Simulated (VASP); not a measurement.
Calculation: SCAN meta-GGA, VASP's PBE PAW potentials (set 64) (plane waves; VASP).

VASP ran on this input.

KPOINTS:
```
Automatic mesh
0
Gamma
14 14 14
0 0 0
```

KPOINTS_OPT:
```
k-points along high-symmetry lines
10
Line-mode
Reciprocal
  0.000000   0.000000   0.000000 ! GAMMA
  0.000000   0.500000   0.000000 ! X

  0.000000   0.500000   0.000000 ! X
  0.500000   0.500000   0.000000 ! M

  0.500000   0.500000   0.000000 ! M
  0.000000   0.000000   0.000000 ! GAMMA

  0.000000   0.000000   0.000000 ! GAMMA
  0.500000   0.500000   0.500000 ! R

  0.500000   0.500000   0.500000 ! R
  0.000000   0.500000   0.000000 ! X

  0.500000   0.500000   0.500000 ! R
  0.500000   0.500000   0.000000 ! M
```

**POSCAR**
```
CoAl
5.6203370
  0.5000000113   0.0000000000   0.0000000000
  0.0000000000   0.5000000113   0.0000000000
  0.0000000000   0.0000000000   0.5000000113
Al Co
1 1
direct
  0.5000000000   0.5000000000   0.5000000000
  0.0000000000   0.0000000000   0.0000000000
```

### INCAR
```
SYSTEM  =  CoAl
PREC  =  Accurate; ENCUT  =  520; LREAL  =  .FALSE.
LASPH  =  .TRUE.
EDIFF  =  1E-7; NELM  =  100; ALGO  =  Normal
LMAXMIX  =  4; LMIXTAU  =  .TRUE.
ISMEAR  =  -5
METAGGA  =  SCAN
ISIF  =  2
LWAVE  =  .FALSE.; LCHARG  =  .FALSE.; LORBIT  =  11
NEDOS  =  601
```

POTCAR, in this order: Al Co (PBE.64 set). Program: vasp_std.

The resulting files:

OUTCAR:
```
 ion  position               nearest neighbor table
   1  0.500  0.500  0.500-   2 2.43   2 2.43   2 2.43   2 2.43   2 2.43   2 2.43   2 2.43   2 2.43
  LATTYP: Found a simple cubic cell.
 ALAT       =     2.8101685635
 Subroutine PRICEL returns:
 Original cell was already a primitive cell.
 Subroutine GETGRP returns: Found 48 space group operations
The static configuration has the point symmetry O_h .
The dynamic configuration has the point symmetry O_h .
 Subroutine INISYM returns: Found 48 space group operations
 Subroutine IBZKPT returns following result:
 Found    120 irreducible k-points:

 Following reciprocal coordinates:
            Coordinates               Weight
  0.000000  0.000000  0.000000      1.000000
  0.071429  0.000000  0.000000      6.000000
  0.142857  0.000000  0.000000      6.000000
  0.214286  0.000000  0.000000      6.000000
  0.285714  0.000000  0.000000      6.000000
  0.357143  0.000000  0.000000      6.000000
  0.428571  0.000000  0.000000      6.000000
  0.500000  0.000000  0.000000      3.000000
  0.071429  0.071429  0.000000     12.000000
  0.142857  0.071429  0.000000     24.000000
  0.214286  0.071429  0.000000     24.000000
  0.285714  0.071429  0.000000     24.000000
  0.357143  0.071429  0.000000     24.000000
  0.428571  0.071429  0.000000     24.000000
  0.500000  0.071429  0.000000     12.000000
  0.142857  0.142857  0.000000     12.000000
  0.214286  0.142857  0.000000     24.000000
  0.285714  0.142857  0.000000     24.000000
  0.357143  0.142857  0.000000     24.000000
  0.428571  0.142857  0.000000     24.000000
  0.500000  0.142857  0.000000     12.000000
  0.214286  0.214286  0.000000     12.000000
  0.285714  0.214286  0.000000     24.000000
  0.357143  0.214286  0.000000     24.000000
  0.428571  0.214286  0.000000     24.000000
...
```

### OSZICAR
```
       N       E                     dE             d eps       ncg     rms          rms(c)
DAV:   1     0.244639387171E+02    0.24464E+02   -0.56446E+03  2400   0.132E+03
DAV:   2    -0.279601334384E+02   -0.52424E+02   -0.50048E+02  2408   0.203E+02
DAV:   3    -0.293938144872E+02   -0.14337E+01   -0.14225E+01  2834   0.445E+01
DAV:   4    -0.294203617557E+02   -0.26547E-01   -0.26556E-01  2946   0.541E+00
DAV:   5    -0.294212443413E+02   -0.88259E-03   -0.88298E-03  2862   0.976E-01    0.145E+01
DAV:   6    -0.311326548067E+02   -0.17114E+01   -0.84277E+01  2628   0.151E+02    0.188E+01
DAV:   7    -0.263847890197E+02    0.47479E+01   -0.36468E+01  2646   0.884E+01    0.232E+00
DAV:   8    -0.263415728551E+02    0.43216E-01   -0.67743E-01  2484   0.940E+00    0.207E+00
DAV:   9    -0.264139783412E+02   -0.72405E-01   -0.66176E-01  2530   0.108E+01    0.646E-01
DAV:  10    -0.263202326557E+02    0.93746E-01   -0.33706E-01  2448   0.612E+00    0.358E-01
DAV:  11    -0.263164848186E+02    0.37478E-02   -0.20646E-02  2478   0.187E+00    0.223E-01
DAV:  12    -0.263161247142E+02    0.36010E-03   -0.39306E-03  2546   0.782E-01    0.125E-01
DAV:  13    -0.263160095587E+02    0.11516E-03   -0.22938E-03  2408   0.762E-01    0.471E-02
DAV:  14    -0.263160679246E+02   -0.58366E-04   -0.17779E-03  2400   0.655E-01    0.284E-02
DAV:  15    -0.263159181876E+02    0.14974E-03   -0.41921E-04  2408   0.302E-01    0.140E-02
DAV:  16    -0.263158803370E+02    0.37851E-04   -0.37304E-05  2534   0.893E-02    0.397E-03
DAV:  17    -0.263158708422E+02    0.94948E-05   -0.93329E-06  2432   0.437E-02    0.167E-03
DAV:  18    -0.263158702571E+02    0.58518E-06   -0.26685E-06  2432   0.261E-02    0.140E-03
DAV:  19    -0.263158685219E+02    0.17351E-05   -0.34629E-07  2470   0.909E-03    0.894E-04
DAV:  20    -0.263158688229E+02   -0.30100E-06   -0.32244E-07  2430   0.908E-03    0.733E-04
DAV:  21    -0.263158687329E+02    0.90047E-07   -0.17539E-08  1236   0.239E-03
   1 F= -.26315869E+02 E0= -.26315869E+02  d E =0.000000E+00
       N       E                     dE             ncg
```

**OUTCAR**
```
------------------------ aborting loop because EDIFF is reached ----------------------------------------
  FORCE on cell =-STRESS in cart. coord.  units (eV):
  Direction    XX          YY          ZZ          XY          YZ          ZX
  --------------------------------------------------------------------------------------
  Total        0.0102341      0.0102341      0.0102341      0.0000000      0.0000000     -0.0000000
  in kB        0.7388601      0.7388601      0.7388601      0.0000000      0.0000000     -0.0000000
  external PRESSURE =       0.7388601 kB  Pullay stress =       0.0000000 kB
  volume of cell :       22.19
      direct lattice vectors                 reciprocal lattice vectors
     2.810168563  0.000000000  0.000000000     0.355850540  0.000000000  0.000000000
     0.000000000  2.810168563  0.000000000     0.000000000  0.355850540  0.000000000
     0.000000000  0.000000000  2.810168563     0.000000000  0.000000000  0.355850540
 POSITION                                       TOTAL-FORCE (eV/Angst)
 -----------------------------------------------------------------------------------
      1.40508      1.40508      1.40508         0.000000      0.000000      0.000000
      0.00000      0.00000      0.00000         0.000000      0.000000      0.000000
 -----------------------------------------------------------------------------------
    total drift:                                0.000000      0.000000      0.000000
  FREE ENERGIE OF THE ION-ELECTRON SYSTEM (eV)
  ---------------------------------------------------
  free  energy   TOTEN  =       -26.3158687329 eV

  energy  without entropy=      -26.3158687329  energy(sigma->0) =      -26.31586873

 total charge

# of ion       s       p       d       tot
------------------------------------------
    1        0.404   0.457   0.000   0.861
    2        0.479   0.588   7.511   8.578
--------------------------------------------------
tot          0.883   1.045   7.511   9.439
```
(Selected blocks of OUTCAR.)

For a metal the tetrahedron method with Blöchl corrections gives inexact stress and forces.

The compound is CoAl in the CsCl type structure. It was relaxed first, which changed the volume by -5 %. The run is not spin-polarised, so no magnetic state was tried.
